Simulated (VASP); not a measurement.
# GaSn: structure and properties in VASP, part 2 of 2

Aim: relax GaSn, then compute properties on the relaxed cell. The cell is invented: other elements were put on sites of a known structure type. It may not be a known or stable phase. Left out of this account: 1 further run (core levels: core levels are not valid at this level).

VASP 6.6.1; r2SCAN with rVV10; plane waves and PAW (Ga_d, Sn_d); invented cell.

So far. Step 4 (Density, ELF and potential (r2SCAN + rVV10)): In this run the pressure is 0.05 GPa, small enough to go on. Step 5 (Band structure (r2SCAN + rVV10)): There is no gap at this level. The relaxed cell has a = 4.274, c = 6.194 Å (conventional setting).

### Step 6. Density of states (r2SCAN + rVV10)

A density of states needs more k-points than a total energy; ISMEAR = -5 takes tetrahedra, and LORBIT projects the states on the PAW spheres. The mesh is finer than in the run before.

INCAR reads:

```
SYSTEM = GaSn
PREC = Accurate
ENCUT = 400
EDIFF = 1E-06
NELM = 100
ISMEAR = -5
SIGMA = 0.2
LREAL = .FALSE.
ALGO = Normal
METAGGA = R2SCAN
LUSE_VDW = .TRUE.
IVDW_NL = 2
BPARAM = 11.95
CPARAM = 0.0093
LASPH = .TRUE.
NBANDS = 41
LORBIT = 11
LWAVE = .FALSE.
LCHARG = .FALSE.
KPAR = 2
NEDOS = 2001
```

POSCAR reads:

```
GaSn
1.0
    4.2740398236      0.0000000003      0.0000000000
   -2.1370199062      3.7014270657      0.0000000000
    0.0000000000      0.0000000000      6.1938978061
Ga Sn
2 2
Direct
    0.6666666700      0.3333333300      0.7500000000
    0.3333333300      0.6666666700      0.2500000000
    0.0000000000      0.0000000000      0.0000000000
    0.0000000000      0.0000000000      0.5000000000
```

KPOINTS reads:

```
Automatic mesh
0
Gamma
9 9 6
0 0 0
```

Potentials, in the order of the species: Ga_d and Sn_d (PBE family, release 64).

On the command line:

```console
$ mpirun -np 2 vasp_std
```

Wall time 4.5 min (2 MPI ranks of AMD EPYC 7R43, shared host); peak memory 0.69 GiB; 9 min of CPU time.

With tetrahedra the forces and stress of a metal are not exact derivatives of the energy.

Numbers from this step:

```yaml
scf_cycles: 13
irreducible_k_points: 48
free_energy_toten: -70.1076 eV
fermi_energy: 6.159 eV
pressure: -0.3546 GPa
dos_at_the_fermi_level: 1.988 states/eV/cell
```

The density of states has structure finer than the step of the table below, so its rows give means over 0.5 eV, whole bins alone (the curve runs from -12.0 to 3.78 eV). Peaks (eV: height): total -1.71: 2.55, 2.14: 2.88, 2.73: 2.27, 3.61: 3.14; Sn p -1.71: 0.633, -0.30: 0.490, 2.14: 0.553, 3.65: 0.653; Ga p -1.71: 0.398, 2.14: 0.542, 2.77: 0.433, 3.65: 0.557; Ga s -7.41: 0.405, -7.00: 0.409, -6.16: 0.433, -4.83: 0.433; Sn s -9.21: 0.601, -6.16: 0.431, 2.77: 0.157.

States under -12.0 eV and over 3.8 eV are left out. Density of states against energy, zero at the Fermi level; means over each step; values in states/eV/cell:

```
energy (eV)   total     Sn p     Ga p    Ga s    Sn s     Sn d     Ga d
      -11.5  0.0675   2.9e-4   1.5e-4  0.0124  0.0243   5.2e-5   1.1e-5
      -11.0   0.415  0.00471  0.00275  0.0735   0.149   4.8e-4   7.7e-4
      -10.5   0.639   0.0127  0.00815   0.106   0.232   9.7e-4  0.00223
      -10.0   0.840   0.0222   0.0162   0.126   0.314  0.00214  0.00437
       -9.5    1.21   0.0336   0.0333   0.147   0.490  0.00449  0.00908
       -9.0    1.18   0.0431   0.0374   0.128   0.487  0.00437   0.0111
       -8.5   0.849   0.0484   0.0254   0.109   0.320  0.00281  0.00843
       -8.0   0.748   0.0555   0.0210   0.115   0.252  0.00278  0.00749
       -7.5   0.965   0.0986   0.0199   0.226   0.218  0.00439  0.00812
       -7.0   0.945    0.116   0.0167   0.286   0.125  0.00604  0.00570
       -6.5    1.03    0.121   0.0355   0.269   0.168  0.00922  0.00582
       -6.0    1.81    0.183   0.0731   0.401   0.405   0.0184   0.0141
       -5.5    1.45    0.135   0.0579   0.342   0.337   0.0195   0.0122
       -5.0    1.47    0.149   0.0613   0.413   0.269   0.0261   0.0111
       -4.5   0.840   0.0906   0.0402   0.229   0.155   0.0141  0.00667
       -4.0   0.708    0.118   0.0485   0.145   0.112  0.00931  0.00629
       -3.5    1.17    0.267    0.128   0.127   0.103   0.0146  0.00949
       -3.0    1.65    0.402    0.215   0.107   0.102   0.0219   0.0141
       -2.5    1.74    0.429    0.250  0.0918  0.0923   0.0235   0.0165
       -2.0    1.94    0.488    0.293  0.0974  0.0861   0.0320   0.0201
       -1.5    2.08    0.531    0.320   0.112  0.0870   0.0430   0.0253
       -1.0    1.53    0.396    0.230  0.0882  0.0768   0.0358   0.0223
       -0.5    1.74    0.436    0.275   0.104  0.0793   0.0471   0.0285
        0.0    1.91    0.451    0.306   0.139   0.103   0.0586   0.0322
        0.5    1.58    0.371    0.261   0.105  0.0893   0.0518   0.0284
        1.0    1.57    0.337    0.272   0.115  0.0885   0.0606   0.0288
        1.5    1.60    0.310    0.302   0.122  0.0748   0.0724   0.0301
        2.0    2.30    0.447    0.422   0.165   0.107    0.106   0.0487
        2.5    1.88    0.276    0.353  0.0931   0.123    0.100   0.0432
        3.0    1.61    0.258    0.327  0.0550   0.120   0.0753   0.0362
        3.5    2.36    0.481    0.443  0.0893  0.0822    0.122   0.0725
```

The finer mesh and the other smearing move the Fermi level by +0.03 eV from the 6×6×4 run, a small shift, which tests the Fermi level alone. Of the states within 0.3 eV of the Fermi level, the largest shares in the PAW spheres are Sn p 24 %, Ga p 16 % and Ga s 7 %. The rest lies in smaller channels or between the spheres.

### Step 7. Zone-centre phonons (r2SCAN + rVV10)

Zone-centre modes test whether the atoms sit at a minimum within this cell. IBRION = 6 takes the force constants from differences of forces between displaced cells, so the forces must be tight.

INCAR reads:

```
SYSTEM = GaSn
PREC = Accurate
ENCUT = 400
EDIFF = 1E-08
NELM = 100
ISMEAR = 1
SIGMA = 0.2
LREAL = .FALSE.
ALGO = Normal
METAGGA = R2SCAN
LUSE_VDW = .TRUE.
IVDW_NL = 2
BPARAM = 11.95
CPARAM = 0.0093
LASPH = .TRUE.
NBANDS = 33
LORBIT = 11
LWAVE = .FALSE.
LCHARG = .FALSE.
KPAR = 2
IBRION = 6
NFREE = 2
POTIM = 0.015
ISIF = 2
NSW = 1
```

POSCAR is that of step 6.

KPOINTS reads:

```
Automatic mesh
0
Gamma
10 10 6
0 0 0
```

On the command line:

```console
$ mpirun -np 2 vasp_std
```

Run time: 52 min. Hardware: 2 MPI ranks.

The run was stopped at its time limit, by a STOPCAR file.

More ranks or a longer limit would be the way on.

### Step 8. Results

| Quantity | Value |
| --- | --- |
| relaxed volume | 24.50 Å³/atom |
| relaxed conventional cell a, b, c | 4.274, 4.274, 6.194 Å; angles 90.0, 90.0, 120.0° |
| space group after relaxing, within 0.02 Å | P6_3/mmc (No. 194) |
| band gap | none, a metal |
| DOS at the Fermi level | 1.99 states/eV/cell |

With r2SCAN + rVV10, GaSn relaxes to 24.50 Å³/atom in space group P6_3/mmc (held by the symmetry of the run) and comes out as a metal. Not obtained: zone-centre phonons (r2SCAN + rVV10), because the run hit its time limit. Band structure (r2SCAN + rVV10): Of the bands kept, 5 cross the Fermi level on this path. Spin-orbit coupling is left out, and with elements this heavy it would split and shift bands near the Fermi level. The k-sampling is coarse for a metal, so the Fermi level, pressures and the shape of the cell carry errors. No search among competing phases was made. All values are for a static lattice at zero temperature.

[Lines on the potential files, build, host, timing and source positions are cut from VASP's logs without a mark.]

[Logs are printed without paths, hosts, clocks, repeated set-up lines and the standing remarks that a program may print on its own settings, such as how far it seeks lower states.]

[Hosts, paths, dates, database ids (printed as entryN), source tags and the programs' standing remarks are cut or masked in the printed files.]

[A measured line is paired with the nearest computed mode of its activity, which favours agreement.]
